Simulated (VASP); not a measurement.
Input:

```xyz
2
Lattice="0.0000 2.8201 2.8201 2.8201 0.0000 2.8201 2.8201 2.8201 0.0000" Properties=species:S:1:pos:R:3 pbc="T T T"
Ge     2.8201     2.8201     2.8201
Ge     4.2302     4.2302     4.2302
```

Level of theory: PBE GGA, VASP's PBE PAW potentials (set 64) (plane waves; VASP). Settings: 300 eV cut-off, 8×8×8 Γ-centred mesh, Fermi-Dirac smearing of 0.10 eV, potentials Ge_d.

At this cut-off the stress carries a Pulay error, which pulls relaxed volumes low. Energy and stress use the plane-wave basis of the starting cell.

Q: The ions, cell shape and volume are relaxed. Give the cell that the relaxation ends in.

A: 
```xyz
2
Lattice="0.0000 2.8481 2.8481 2.8481 0.0000 2.8481 2.8481 2.8481 0.0000" Properties=species:S:1:pos:R:3 pbc="T T T"
Ge     2.8481     2.8481     2.8481
Ge     4.2721     4.2721     4.2721
```
Space group Fd-3m (227), at a tolerance of 0.03 Å.

Q: How do energy and volume change from the first to the last step?

A: The energy (σ→0) changes by -6.0 meV/atom and the volume by +3.0 %, in 5 ionic steps.

```
step  E(σ→0) (eV)  max force (eV/Å)  pressure (GPa)  volume (Å³)
----  -----------  ----------------  --------------  -----------
1         -8.9834             0.000            2.85        44.86
2         -8.9858             0.000           -2.47        47.50
3         -8.9954             0.000           -0.32        46.29
4         -8.9953             0.000            0.27        46.14
5         -8.9954             0.000            0.04        46.20
```

The structure comes from a computed database's Ge entry; how it stands against other phases isn't given here. This run relaxes it. Symmetry was kept, so distortions that lower it aren't found. The run is one of a series of settings (EDIFFG = -0.01, IBRION = 2, ISIF = 3, NSW = 50 against the base run), some of them coarse on purpose.
